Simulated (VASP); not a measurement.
# A VASP study of PIr2 (r2SCAN + rVV10): structure first, properties next, part 3 of 7

Wanted: the relaxed cell of PIr2 and its properties. The start is a cell from a database of measured crystal structures.

VASP 6.6.1; r2SCAN with rVV10; plane waves and PAW (P, Ir).

Still holding for the runs below: This run has no spin polarisation. Its electron count is odd, so without a moment it is a metal by construction.

So far. Step 2 (Relaxing cell and atoms (r2SCAN + rVV10)): It ends with forces that vanish by symmetry and a pressure of 0.01 GPa. The volume lies +0.7 % from that of the database's start. Step 3 (Density, ELF and potential (r2SCAN + rVV10)): In this run the pressure is 0.00 GPa, small enough to go on.

The database entry behind the starting cell differs from later determinations by our own check (0.1 to 0.3 % short, probably kX units), so it need not match the best structure at ambient conditions.

## (4) Band structure (r2SCAN + rVV10)

Levels along the symmetry lines show where the bands peak and cross; KPOINTS_OPT computes them in the converged potential.

File INCAR:

```
SYSTEM = PIr2
PREC = Accurate
ENCUT = 400
EDIFF = 1E-06
NELM = 100
ISMEAR = 0
SIGMA = 0.05
LREAL = .FALSE.
ALGO = Normal
METAGGA = R2SCAN
LUSE_VDW = .TRUE.
IVDW_NL = 2
BPARAM = 11.95
CPARAM = 0.0093
LASPH = .TRUE.
NBANDS = 24
LORBIT = 11
LWAVE = .FALSE.
LCHARG = .FALSE.
KPAR = 2
```

File POSCAR:

```
PIr2
1.0
    0.0000000000      2.7742065316      2.7742065316
    2.7742065316      0.0000000000      2.7742065316
    2.7742065316      2.7742065316      0.0000000000
P Ir
1 2
Direct
    0.0000000000      0.0000000000      0.0000000000
    0.2500000000      0.2500000000      0.2500000000
    0.7500000000      0.7500000000      0.7500000000
```

File KPOINTS:

```
Automatic mesh
0
Gamma
7 7 7
0 0 0
```

File KPOINTS_OPT:

```
Line mode
16
Line-mode
Reciprocal
  0.00000000   0.00000000   0.00000000 GAMMA
  0.50000000   0.00000000   0.50000000 X

  0.50000000   0.00000000   0.50000000 X
  0.50000000   0.25000000   0.75000000 W

  0.50000000   0.25000000   0.75000000 W
  0.37500000   0.37500000   0.75000000 K

  0.37500000   0.37500000   0.75000000 K
  0.00000000   0.00000000   0.00000000 GAMMA

  0.00000000   0.00000000   0.00000000 GAMMA
  0.50000000   0.50000000   0.50000000 L

  0.50000000   0.50000000   0.50000000 L
  0.62500000   0.25000000   0.62500000 U

  0.62500000   0.25000000   0.62500000 U
  0.50000000   0.25000000   0.75000000 W

  0.50000000   0.25000000   0.75000000 W
  0.50000000   0.50000000   0.50000000 L

  0.50000000   0.50000000   0.50000000 L
  0.37500000   0.37500000   0.75000000 K

  0.62500000   0.25000000   0.62500000 U
  0.50000000   0.00000000   0.50000000 X
```

Potentials, in the order of the species: P and Ir (PBE family, release 64).

Launch:

```
> mpirun -np 2 vasp_std
```

Output:

```text
[banner, memory and clock lines left out]
running    2 mpi-ranks, on    1 nodes
 distrk:  each k-point on    1 cores,    2 groups
 distr:  one band on    1 cores,    1 groups

 POSCAR found type information on POSCAR P Ir
 POSCAR found :  2 types and       3 ions
 [... a notice as in an earlier step ...]

 [... a notice as in an earlier step ...]

 LDA part: xc-table for (None), standard interpolation
 POSCAR, INCAR and KPOINTS ok, starting setup
 FFT: planning ... GRIDC
 FFT: planning ... GRID_SOFT
 FFT: planning ... GRID
 WAVECAR not read
 entering main loop
       N       E                     dE             d eps       ncg     rms          rms(c)
Total rVV10 correction in eV:      0.3739198    30.3482851
Total rVV10 correction in eV:      0.3739198    30.3482851
DAV:   1     0.629858834825E+02    0.62986E+02   -0.88101E+03   960   0.749E+02
DAV:   2    -0.113689606519E+03   -0.17668E+03   -0.15901E+03   992   0.239E+02
DAV:   3    -0.120278845693E+03   -0.65892E+01   -0.65163E+01  1216   0.526E+01
DAV:   4    -0.120376502369E+03   -0.97657E-01   -0.97609E-01  1088   0.618E+00
DAV:   5    -0.120379061709E+03   -0.25593E-02   -0.25593E-02  1240   0.101E+00    0.253E+01
Total rVV10 correction in eV:      0.3512018    30.3482853
Total rVV10 correction in eV:      0.3512018    30.3482853
DAV:   6    -0.114842710549E+03    0.55364E+01   -0.29396E+00  1280   0.180E+01    0.958E+00
Total rVV10 correction in eV:      0.3509150    30.3482853
Total rVV10 correction in eV:      0.3509150    30.3482853
DAV:   7    -0.114800695078E+03    0.42015E-01   -0.17017E-01  1200   0.382E+00    0.570E+00
Total rVV10 correction in eV:      0.3479743    30.3482853
Total rVV10 correction in eV:      0.3479743    30.3482853
DAV:   8    -0.114784215856E+03    0.16479E-01   -0.23273E-02  1024   0.104E+00    0.521E-01
Total rVV10 correction in eV:      0.3477912    30.3482853
Total rVV10 correction in eV:      0.3477912    30.3482853
DAV:   9    -0.114783814555E+03    0.40130E-03   -0.14918E-03  1432   0.358E-01    0.319E-01
Total rVV10 correction in eV:      0.3477255    30.3482853
Total rVV10 correction in eV:      0.3477255    30.3482853
DAV:  10    -0.114783968727E+03   -0.15417E-03   -0.30335E-04  1080   0.126E-01    0.118E-01
Total rVV10 correction in eV:      0.3477674    30.3482853
Total rVV10 correction in eV:      0.3477674    30.3482853
DAV:  11    -0.114783953683E+03    0.15044E-04   -0.13855E-05  1264   0.266E-02    0.130E-02
Total rVV10 correction in eV:      0.3477785    30.3482853
Total rVV10 correction in eV:      0.3477785    30.3482853
DAV:  12    -0.114783950991E+03    0.26922E-05   -0.53938E-07   736   0.585E-03    0.426E-03
Total rVV10 correction in eV:      0.3477775    30.3482853
Total rVV10 correction in eV:      0.3477775    30.3482853
DAV:  13    -0.114783950973E+03    0.17357E-07   -0.79532E-08   664   0.242E-03
Total rVV10 correction in eV:      0.3477771    30.3482853
Total rVV10 correction in eV:      0.3477771    30.3482853
Total rVV10 correction in eV:      0.3477780    30.3482853
Total rVV10 correction in eV:      0.3477780    30.3482853
   1 F= -.11478395E+03 E0= -.11478265E+03  d E =-.259995E-02
 Start KPOINTS_OPT (optional k-point list driver)
k-point batch [1-20\160]
       N       E                     dE             ncg
DAV:   1     0.578534970092E+04   -0.35281E+04      960
DAV:   2     0.234101443760E+04   -0.34443E+04     1048
DAV:   3     0.222102427595E+04   -0.11999E+03     1200
DAV:   4     0.221922348906E+04   -0.18008E+01     1096
DAV:   5     0.221917051099E+04   -0.52978E-01     1192
DAV:   6     0.221916846251E+04   -0.20485E-02     1144
DAV:   7     0.221916838408E+04   -0.78425E-04     1208
DAV:   8     0.221916838081E+04   -0.32686E-05     1008
DAV:   9     0.221916838057E+04   -0.24093E-06      824
[...]
k-point batch [141-160\160]
       N       E                     dE             ncg
DAV:   1     0.558355736479E+04   -0.90490E+04      960
DAV:   2     0.222998035313E+04   -0.33536E+04     1032
DAV:   3     0.211453339705E+04   -0.11545E+03     1232
DAV:   4     0.211276493452E+04   -0.17685E+01     1104
DAV:   5     0.211271323965E+04   -0.51695E-01     1248
DAV:   6     0.211271127441E+04   -0.19652E-02     1112
DAV:   7     0.211271119265E+04   -0.81751E-04     1264
DAV:   8     0.211271118941E+04   -0.32404E-05      976
DAV:   9     0.211271118913E+04   -0.28869E-06      784
```

Run time: 4.4 min. Hardware: 2 MPI ranks of AMD EPYC 7R43, shared host; peak memory 0.45 GiB; 8.5 min of CPU time.

OUTCAR, selected parts (step 4):

```text
The static configuration has the point symmetry O_h .

 Found     20 irreducible k-points:

   k-points           NKPTS =     20   k-points in BZ     NKDIM =     20   number of bands    NBANDS=     24

   NELECT =      23.0000    total number of electrons

 E-fermi :   9.5027

 k-point     3 :       0.2857    0.0000    0.0000
  band No.  band energies     occupation
    ...
      8       7.7752      2.00000
      9       7.7752      2.00000
     10       8.8622      2.00000
     11       8.8622      2.00000
     12       9.4654      1.70876
     13      12.6015      0.00000
     14      14.1891      0.00000
     15      14.1891      0.00000
     16      16.3233      0.00000
     17      17.5859      0.00000
    ...

 k-point     5 :       0.1429    0.1429    0.0000
  band No.  band energies     occupation
    ...
      6       4.0159      2.00000
      7       8.3485      2.00000
      8       8.3485      2.00000
      9       8.7465      2.00000
     10       9.5192      0.64117
     11      11.2761      0.00000
     12      11.3811      0.00000
     13      13.1770      0.00000
     14      13.1770      0.00000
     15      13.5191      0.00000
    ...

  Total       -0.0006238     -0.0006238     -0.0006238     -0.0000000     -0.0000000      0.0000000
  in kB       -0.0234049     -0.0234049     -0.0234049     -0.0000000     -0.0000000      0.0000000
  external PRESSURE =      -0.0234049 kB  Pullay stress =       0.0000000 kB

 POSITION                                       TOTAL-FORCE (eV/Angst)
 -----------------------------------------------------------------------------------
      0.00000      0.00000      0.00000        -0.000000     -0.000000     -0.000000
      1.38710      1.38710      1.38710         0.000000      0.000000      0.000000
      4.16131      4.16131      4.16131        -0.000000     -0.000000     -0.000000
 -----------------------------------------------------------------------------------
    total drift:                                0.000000      0.000000      0.000000

  FREE ENERGIE OF THE ION-ELECTRON SYSTEM (eV)
  ---------------------------------------------------
  free  energy   TOTEN  =      -114.7839509732 eV

  energy  without entropy=     -114.7813510240  energy(sigma->0) =     -114.78265100

[... 12 parts as in an earlier step ...]

[... 1 further part left out ...]
```

Spin-orbit coupling is off here; with elements this heavy it splits and shifts levels by tenths of an eV or more.

Numbers from this step:

```yaml
bands: 24
pressure: -0.002340 GPa
```

Electronic bands along the path, in eV, zero at the Fermi level; # counts the bands kept:

```tsv
point	#8	#9	#10	#11	#12	#13	#14	#15
Γ	-0.46	1.00	1.91	1.91	4.83	4.83	4.83	5.38
0.53 of the way	-2.10	-0.13	1.82	1.98	1.98	2.06	4.28	6.05
X	-2.40	-0.71	-0.71	0.03	1.76	2.03	5.90	7.09
0.47 of the way	-2.18	-1.42	-0.94	-0.31	1.97	2.07	6.39	7.55
W	-2.47	-1.72	-1.23	-0.92	2.12	2.12	7.98	7.98
0.47 of the way	-2.12	-1.89	-1.16	-0.84	2.15	2.18	6.69	8.65
K	-2.12	-1.83	-1.14	-0.77	2.17	2.32	5.89	8.73
0.53 of the way	-1.62	-0.78	-0.74	1.95	2.99	3.68	4.02	6.54
Γ	-0.46	1.00	1.91	1.91	4.83	4.83	4.83	5.38
0.47 of the way	-1.35	-0.06	-0.06	0.98	2.57	4.67	4.67	6.36
L	-2.75	-2.48	-2.48	-2.40	4.25	4.75	4.75	8.72
0.47 of the way	-2.46	-1.89	-1.76	-1.28	3.01	3.61	5.37	8.35
U	-2.12	-1.83	-1.14	-0.77	2.17	2.32	5.89	8.73
0.53 of the way	-2.12	-1.89	-1.16	-0.84	2.15	2.18	6.69	8.65
W	-2.47	-1.72	-1.23	-0.92	2.12	2.12	7.98	7.98
0.47 of the way	-2.09	-1.92	-1.43	-1.07	2.65	2.93	5.96	8.11
L	-2.75	-2.48	-2.48	-2.40	4.25	4.75	4.75	8.72
0.47 of the way	-2.46	-1.89	-1.76	-1.28	3.01	3.61	5.37	8.35
K	-2.12	-1.83	-1.14	-0.77	2.17	2.32	5.89	8.73
jump to U	-2.12	-1.83	-1.14	-0.77	2.17	2.32	5.89	8.73
0.47 of the way	-2.32	-1.08	-0.99	-0.21	1.95	2.06	6.04	7.53
X	-2.40	-0.71	-0.71	0.03	1.76	2.03	5.90	7.09
```

Of the projections kept (P, Ir), the largest for each band there; the rest of the weight can lie on other orbitals:

```tsv
point	#8	#9	#10	#11	#12	#13	#14	#15
Γ	Ir 1.00	P 0.58	Ir 1.00	Ir 1.00	Ir 0.57	Ir 0.57	Ir 0.57	Ir 1.00
X	Ir 1.00	Ir 0.92	Ir 0.92	Ir 1.00	Ir 1.00	Ir 0.89	Ir 1.00	Ir 0.76
W	Ir 1.00	Ir 1.00	Ir 0.94	Ir 1.00	Ir 0.92	Ir 0.92	Ir 0.81	Ir 0.81
K	Ir 1.00	Ir 0.98	Ir 0.96	Ir 1.00	Ir 0.91	Ir 0.88	Ir 0.88	Ir 0.77
Γ	Ir 1.00	P 0.58	Ir 1.00	Ir 1.00	Ir 0.57	Ir 0.57	Ir 0.57	Ir 1.00
L	Ir 1.00	Ir 0.99	Ir 0.99	Ir 1.00	Ir 0.73	Ir 0.72	Ir 0.72	Ir 1.00
```

There is no gap at this level.

## (5) Total and projected DOS (r2SCAN + rVV10)

A density of states needs more k-points than a total energy; ISMEAR = -5 takes tetrahedra, and LORBIT projects the states on the PAW spheres. The mesh is finer than in the run before.

Changes to INCAR since step 4:

```diff
@@ -5,3 +5,3 @@
 NELM = 100
-ISMEAR = 0
+ISMEAR = -5
 SIGMA = 0.05
@@ -20 +20,2 @@
 KPAR = 2
+NEDOS = 2001
```

POSCAR is that of step 4.

File KPOINTS:

```
Automatic mesh
0
Gamma
10 10 10
0 0 0
```

Launch:

```
> mpirun -np 2 vasp_std
```

Output:

```text
[... set-up lines as in an earlier step ...]
 entering main loop
       N       E                     dE             d eps       ncg     rms          rms(c)
Total rVV10 correction in eV:      0.3739198    30.3482851
Total rVV10 correction in eV:      0.3739198    30.3482851
DAV:   1     0.612885166982E+02    0.61289E+02   -0.87175E+03  2256   0.747E+02
DAV:   2    -0.113870689439E+03   -0.17516E+03   -0.15910E+03  2400   0.239E+02
DAV:   3    -0.120249042681E+03   -0.63784E+01   -0.63062E+01  2888   0.515E+01
DAV:   4    -0.120344110928E+03   -0.95068E-01   -0.95039E-01  2648   0.612E+00
DAV:   5    -0.120346643638E+03   -0.25327E-02   -0.25322E-02  2904   0.101E+00    0.254E+01
Total rVV10 correction in eV:      0.3514662    30.3482853
Total rVV10 correction in eV:      0.3514662    30.3482853
DAV:   6    -0.114833719483E+03    0.55129E+01   -0.28366E+00  3040   0.179E+01    0.964E+00
Total rVV10 correction in eV:      0.3512483    30.3482853
Total rVV10 correction in eV:      0.3512483    30.3482853
DAV:   7    -0.114789856125E+03    0.43863E-01   -0.16767E-01  2800   0.383E+00    0.575E+00
Total rVV10 correction in eV:      0.3486316    30.3482853
Total rVV10 correction in eV:      0.3486316    30.3482853
DAV:   8    -0.114774406102E+03    0.15450E-01   -0.23389E-02  2432   0.966E-01    0.572E-01
Total rVV10 correction in eV:      0.3483921    30.3482853
Total rVV10 correction in eV:      0.3483921    30.3482853
DAV:   9    -0.114773576843E+03    0.82926E-03   -0.19646E-03  3216   0.450E-01    0.324E-01
Total rVV10 correction in eV:      0.3482886    30.3482853
Total rVV10 correction in eV:      0.3482886    30.3482853
DAV:  10    -0.114773687706E+03   -0.11086E-03   -0.38802E-04  2552   0.142E-01    0.131E-01
Total rVV10 correction in eV:      0.3483249    30.3482853
Total rVV10 correction in eV:      0.3483249    30.3482853
DAV:  11    -0.114773672107E+03    0.15599E-04   -0.17960E-05  2936   0.310E-02    0.173E-02
Total rVV10 correction in eV:      0.3483303    30.3482853
Total rVV10 correction in eV:      0.3483303    30.3482853
DAV:  12    -0.114773670455E+03    0.16517E-05   -0.53668E-07  1776   0.589E-03    0.814E-03
Total rVV10 correction in eV:      0.3483326    30.3482853
Total rVV10 correction in eV:      0.3483326    30.3482853
DAV:  13    -0.114773670365E+03    0.90344E-07   -0.12135E-07  1536   0.291E-03
Total rVV10 correction in eV:      0.3483336    30.3482853
Total rVV10 correction in eV:      0.3483336    30.3482853
Total rVV10 correction in eV:      0.3483340    30.3482853
Total rVV10 correction in eV:      0.3483340    30.3482853
   1 F= -.11477367E+03 E0= -.11477367E+03  d E =0.000000E+00
 -----------------------------------------------------------------------------
|                                                                             |
|           W    W    AA    RRRRR   N    N  II  N    N   GGGG   !!!           |
|           W    W   A  A   R    R  NN   N  II  NN   N  G    G  !!!           |
|           W    W  A    A  R    R  N N  N  II  N N  N  G       !!!           |
|           W WW W  AAAAAA  RRRRR   N  N N  II  N  N N  G  GGG   !            |
|           WW  WW  A    A  R   R   N   NN  II  N   NN  G    G                |
|           W    W  A    A  R    R  N    N  II  N    N   GGGG   !!!           |
|                                                                             |
|     Tetrahedron method does not include variations of the Fermi             |
|     occupations, so forces and stress will be inaccurate. We suggest        |
|     using a different smearing scheme ISMEAR = 1 or 2 for metals in         |
|     relaxations.                                                            |
|                                                                             |
 -----------------------------------------------------------------------------
```

Run time: 2.2 min. Hardware: 2 MPI ranks; peak memory 0.48 GiB; 4.2 min of CPU time.

Parts of OUTCAR (step 5):

```text
   k-points           NKPTS =     47   k-points in BZ     NKDIM =     47   number of bands    NBANDS=     24

   NELECT =      23.0000    total number of electrons

 E-fermi :   9.6683

 k-point     1 :       0.0000    0.0000    0.0000
  band No.  band energies     occupation
    ...
      5       3.6023      2.00000
      6       3.6023      2.00000
      7       9.0612      2.00000
      8       9.0612      2.00000
      9       9.0612      2.00000
     10      10.4977      0.00000
     11      11.4287      0.00000
     12      11.4287      0.00000
     13      14.3331      0.00000
     14      14.3331      0.00000
    ...

  Total        0.0492509      0.0492509      0.0492509     -0.0000000     -0.0000000      0.0000000
  in kB        1.8478999      1.8478999      1.8478999     -0.0000000     -0.0000000      0.0000000
  external PRESSURE =       1.8478999 kB  Pullay stress =       0.0000000 kB

 POSITION                                       TOTAL-FORCE (eV/Angst)
 -----------------------------------------------------------------------------------
      0.00000      0.00000      0.00000         0.000000      0.000000      0.000000
      1.38710      1.38710      1.38710         0.000000      0.000000     -0.000000
      4.16131      4.16131      4.16131        -0.000000     -0.000000      0.000000
 -----------------------------------------------------------------------------------
    total drift:                                0.000000      0.000000     -0.000000

  FREE ENERGIE OF THE ION-ELECTRON SYSTEM (eV)
  ---------------------------------------------------
  free  energy   TOTEN  =      -114.7736703649 eV

  energy  without entropy=     -114.7736703649  energy(sigma->0) =     -114.77367036

[... 6 parts as in an earlier step ...]

[... 10 further parts left out ...]
```

With tetrahedra the forces and stress of a metal are not exact derivatives of the energy.

Numbers from this step:

```yaml
irreducible_k_points: 47
free_energy_toten: -114.7737 eV
fermi_energy: 9.668 eV
pressure: 0.1848 GPa
dos_at_the_fermi_level: 0.8709 states/eV/cell
```

The density of states has structure finer than the step of the table below, so its rows give means over 0.5 eV, whole bins alone (the curve runs from -12.0 to 5.21 eV). Peaks (eV: height): total -4.67: 5.63, -2.39: 5.96, -2.01: 4.21, -1.18: 4.23; Ir d -4.67: 3.84, -2.39: 4.92, -2.01: 3.56, -1.18: 3.34; Ir p -6.95: 0.314, -4.67: 0.485, -4.14: 0.346, -1.10: 0.302; P p -8.09: 0.583, -6.95: 0.789, 2.02: 0.297, 4.15: 0.294; Ir s -8.02: 0.892, -6.95: 0.323, -2.54: 0.135, 2.70: 0.254.

States under -12.0 eV and over 5.2 eV are left out. The density of states by energy, zero at the Fermi level; means over each step; values in states/eV/cell:

```tsv
energy (eV)	total	Ir d	Ir p	P p	Ir s	P s
-10.0	0	0	0	0	0	0
-9.5	0.0161	0.00369	9.2e-5	0.00268	0.00615	5.6e-5
-9.0	0.567	0.157	0.0102	0.0936	0.178	0.00465
-8.5	1.39	0.440	0.0558	0.233	0.333	0.0160
-8.0	2.09	0.543	0.147	0.365	0.517	0.0150
-7.5	1.18	0.530	0.0648	0.224	0.124	6.7e-4
-7.0	3.01	1.31	0.235	0.613	0.254	0.00145
-6.5	2.03	0.952	0.176	0.428	0.0868	3.2e-4
-6.0	1.65	0.921	0.123	0.299	0.0268	5.2e-4
-5.5	1.19	0.927	0.0468	0.0656	0.00159	4.2e-4
-5.0	2.63	2.05	0.136	0.0334	0.0149	0.00549
-4.5	3.68	2.61	0.293	0.0820	0.0311	0.0109
-4.0	2.57	1.85	0.229	0.100	0.0472	0.00162
-3.5	0.926	0.726	0.0424	0.0166	0.0431	2.7e-4
-3.0	2.70	2.18	0.101	0.0412	0.0444	0.00293
-2.5	4.61	3.83	0.118	0.0661	0.106	0.00193
-2.0	2.95	2.46	0.114	0.0301	0.0602	6.6e-4
-1.5	2.77	2.30	0.131	0.0217	0.0549	0.00619
-1.0	3.51	2.78	0.254	0.0349	0.0577	0.0290
-0.5	2.00	1.58	0.160	0.0265	0.0321	0.0109
0.0	0.926	0.625	0.130	0.0232	0.0254	0.00935
0.5	0.580	0.358	0.0932	0.0169	0.0223	0.0111
1.0	0.492	0.290	0.0714	0.0132	0.0264	0.0211
1.5	0.544	0.305	0.0521	0.0153	0.0446	0.0443
2.0	2.50	1.81	0.0695	0.201	0.135	0.0506
2.5	2.26	1.38	0.134	0.205	0.160	0.0870
3.0	1.54	0.804	0.136	0.166	0.118	0.0835
3.5	0.953	0.453	0.118	0.140	0.0503	0.0375
4.0	1.07	0.387	0.147	0.233	0.0266	0.0292
4.5	0.883	0.260	0.105	0.177	0.0598	0.0600
```

The finer mesh and the other smearing move the Fermi level by +0.17 eV from the 7×7×7 run, one measure of the sampling error in the zero of the bands above. Of the states within 0.3 eV of the Fermi level, the largest shares in the PAW spheres are Ir d 68 % and Ir p 14 %. The rest lies in smaller channels or between the spheres.

[end of part 3 of 7]

[Lines on the potential files, build, host, timing and source positions are cut from VASP's logs without a mark.]

[Logs are printed without paths, hosts, clocks, repeated set-up lines and the standing remarks that a program may print on its own settings, such as how far it seeks lower states.]

[Hosts, paths, dates, database ids (printed as entryN), source tags and the programs' standing remarks are cut or masked in the printed files.]

[A measured line is paired with the nearest computed mode of its activity, which favours agreement.]
